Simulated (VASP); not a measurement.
```yaml
crystal:
  lattice:
    - [0.00000, 2.80316, 2.80316]
    - [2.80316, 0.00000, 2.80316]
    - [2.80316, 2.80316, 0.00000]
  atoms:
    - { symbol: Na, position: [0.00000, 0.00000, 0.00000] }
    - { symbol: Cl, position: [0.50000, 0.50000, 0.50000] }
```

The numbers are results of vdW-DF2, VASP's PBE PAW potentials (set 64) (plane waves; VASP), not measurements. Settings: 520 eV cut-off, 8×8×8 Γ-centred mesh, Gaussian smearing of 0.050 eV, potentials Na_pv Cl.

**Question.** Estimate the energy per atom (σ→0), band gap (on the k-mesh) with the smallest direct gap where there is one.

**Answer.** 
```yaml
band gap (on the k-mesh): 5.05 eV
smallest direct gap (on the k-mesh): 5.05 eV
energy per atom (σ→0): -1.715 eV/atom
```

The compound is NaCl in the rock salt structure. This cell is one point of a volume scan, at 0.97 of the reference volume.
